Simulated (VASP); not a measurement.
# Tantalum under biaxial strain in the (110) plane: normal strain, stress, strain energy and elastic moduli with PBEsol

A tantalum film stretched by 1 % in its (110) plane resists less than the same film compressed by 1 %, although linear elasticity makes the two stresses equal in size. The problem is which sign of strain suits a device, and whether one modulus is enough to design it.

The brief is a coherent (110) film, 10 nm thick and free to relax along its normal, with an in-plane strain of at least 1 % of either sign. The film force per width, averaged over the two in-plane axes, may not exceed 35 N/m. The strain energy may not exceed 5 meV/atom, and a single modulus must give the stress to within 10 %. Among the rows that pass, the lowest force wins. Strains and energies are calculated with PBEsol relative to the relaxed cubic crystal, and tensile stress is positive.

## Calculations

The start is an entry of the ASE's table of reference states database. The crystal was relaxed with PBEsol. Equal strain is imposed in the (110) plane; the strain along the normal is adjusted until the normal stress vanishes, and the atoms are relaxed with PBEsol. VASP 6.6.1, plane waves with PAW, cutoff 450 eV, no spin polarisation, no spin-orbit coupling, k mesh 25×25×25, static lattice. The same in all rows: band gap on the k mesh at PBEsol: 0.000 eV.

Notes on method and selection:

- Runs that did not converge, have known faults or may not be shown are not listed, and runs on Ansatz's PAW sets soft_1 and soft_2 are kept to separate tables.

Columns:

- strain (%): strain in the plane (tension positive).
- normal strain (%): strain along the normal.
- stress (GPa): mean of the normal stresses along the two perpendicular in-plane axes, tension positive.
- strain energy (meV/atom): energy per atom above the relaxed crystal.

## Data

```
member  strain (%)  normal strain (%)  stress (GPa)  strain energy (meV/atom)
−2 %    −2.0        2.152              −6.47         13.72
−1.5 %  −1.5        1.603              −4.73         7.52
−1 %    −1.0        1.072              −3.05         3.21
−0.5 %  −0.5        0.541              −1.45         0.77
0 %     0.0         0.000              0.01          0.00
+0.5 %  0.5         −0.545             1.37          0.70
+1 %    1.0         −1.058             2.72          2.88
+1.5 %  1.5         −1.566             4.03          6.57
+2 %    2.0         −2.087             5.24          11.64
```

Least-squares fits to the whole series, with x = strain (%); R² and errors in the fitted variable (y, or ln y where the fit is in ln y):

```
y                  members  fit                    R²    rms residual  leave-one-out rms  the same for the mean of the others
normal strain (%)  9        y = 0.01244 − 1.060 x  1.00  0.015         0.020              1.5
stress (GPa)       9        y = −0.2589 + 2.916 x  1.00  0.23          0.32               4.2
```

## Why the values move as they do

In-plane tension thins the crystal along the normal, by 1.060 % per 1 % in the fit to all rows. The volume still grows, to first order by 2 − 1.060 = 0.94 % per 1 %, because the crystal balances its resistance to volume change against its resistance to shape change. For zero normal stress,

r = (2B − G)/(B + G), with G = C₄₄ + (C₁₁ − C₁₂)/6,

where r is minus the ratio of normal to in-plane strain and B is the bulk modulus. An incompressible crystal would have r = 2.

The ±1 % rows give r = (1.058 + 1.072)/2 = 1.065 and a mean biaxial modulus M = (2.72 + 3.05)/0.02 = 288.5 GPa. With 2 − 1.065 = 0.935 and 1 + 1.065 = 2.065, these give

- B = 2M/[3(2 − r)] = 2 × 288.5/(3 × 0.935) = 206 GPa
- G = B(2 − r)/(1 + r) = 206 × 0.935/2.065 = 93 GPa

The three cubic constants do not follow separately, since that takes the difference between the two in-plane stresses and the table gives their mean.

The stiffness falls at every step from compression to tension. The stress changes by 6.47 − 4.73 = 1.74 GPa between −2 % and −1.5 %, but by only 5.24 − 4.03 = 1.21 GPa between +1.5 % and +2 %. The strain energy shows the same asymmetry: 13.72/11.64 = 1.18 between −2 % and +2 %. This is the sign expected of anharmonic bonding, in which repulsion steepens as atoms approach and the restoring force weakens as they separate.

With x the strain in %, the ±1 % rows give a linear coefficient of (2.72 + 3.05)/2 = 2.885 and a quadratic one of (2.72 − 3.05)/2 = −0.165, so that σ = 2.885 x − 0.165 x² in GPa. This misses the other seven rows by 0.06 GPa rms, against 4.2 GPa when each row is estimated by the mean of the others, and its largest miss is 0.13 GPa at +2 %.

## Where the trend breaks

Largest departures from the fit to the whole series:

```
member  normal strain (%)  fit     computed − fit  in rms residuals
+0.5 %  −0.545             −0.518  −0.027          1.9
+2 %    −2.087             −2.108  +0.021          1.4
−2 %    2.152              2.132   +0.020          1.3
0 %     0.000              0.012   −0.012          0.8
```

The +0.5 % row departs most from the normal-strain line, by −0.027 %, which is 5 % of its own value. It belongs to a small irregularity around zero strain. The ±0.5 % rows give r = (0.541 + 0.545)/(2 × 0.5) = 1.086 and M = (1.37 + 1.45)/0.01 = 282 GPa, hence B = 206 GPa as before but G = 90 GPa instead of 93 GPa. Only the resistance to shape change is affected. Incomplete sampling of the Fermi surface by the k mesh is a possible cause. The rows remain usable, with G uncertain by a few GPa.

The straight-line fit to the stress gives −0.26 GPa at zero strain, where the calculation gives 0.01 GPa. That offset comes from forcing a line through curved data, so the unstrained row is sound.

## Meeting the brief

**Strain.** The rows at 0 and ±0.5 % fall short of the required 1 %.

**Force.** The force per width is F = |σ| t with t = 10 nm, and 1 GPa × 1 nm = 1 N/m.

- +1 %: 2.72 × 10 = 27.2 N/m
- −1 %: 3.05 × 10 = 30.5 N/m
- +1.5 %: 4.03 × 10 = 40.3 N/m
- −1.5 %: 4.73 × 10 = 47.3 N/m

The ±2 % rows lie higher still, at 5.24 × 10 = 52.4 N/m in tension and 6.47 × 10 = 64.7 N/m in compression. Only the ±1 % rows stay below 35 N/m.

**Energy.** The same two rows pass, with 2.88 meV/atom in tension and 3.21 meV/atom in compression. The next candidate, +1.5 %, already stores 6.57 meV/atom.

**Single modulus.** M predicts 288.5 × 0.01 = 2.885 GPa at 1 %. This is 0.165/2.72 = 6 % too large in tension and 0.165/3.05 = 5 % too small in compression. With the modulus from the ±0.5 % rows the errors are 4 % and 8 %, so both rows pass either way.

**Error of the level.** Elastic moduli of metals from PBEsol are typically good to roughly 10 %. That puts the force at 24 to 30 N/m for +1 % and 27 to 34 N/m for −1 %, both within the limit. The ranges overlap, but the error is largely common to two states of one crystal, and the ratio 30.5/27.2 = 1.12 should largely survive it.

**Pick.** The choice is +1 %, with −1 % as runner-up. The chosen film becomes 10 × 1.058/100 = 0.11 nm thinner.

**What would overturn it.** The forces above are those of the film's interior. Surfaces and the interface add a stress of their own, which for clean metal surfaces is usually tensile. It raises the total force of the stretched film and lowers that of the compressed one. A net tensile contribution above (30.5 − 27.2)/2 = 1.65 N/m would reverse the order. Two metal surfaces can supply that much, so the pick rests on the interior stress alone. A limit set on each axis separately would also be stricter than the one used here, because the stress along [1−10] exceeds that along [001].

## Rules of thumb and their limits

One modulus of 288.5 GPa gives the stress to about 6 % in the rows up to ±1 %, to 7 to 9 % at ±1.5 %, and to 10 to 11 % at ±2 %. It overestimates the stress in tension and underestimates it in compression. Where that matters, the quadratic term should be kept.

The largest omitted effect is plastic relaxation. The calculation strains a perfect crystal, whereas a real film above its critical thickness forms dislocations that take up part of the imposed strain. This lowers the magnitude of the stress for either sign, possibly by more than half, which far exceeds the difference of 0.33 GPa between the +1 % and −1 % rows.

[Logs are printed without paths, hosts, clocks, repeated set-up lines and the standing remarks that a program may print on its own settings, such as how far it seeks lower states.]
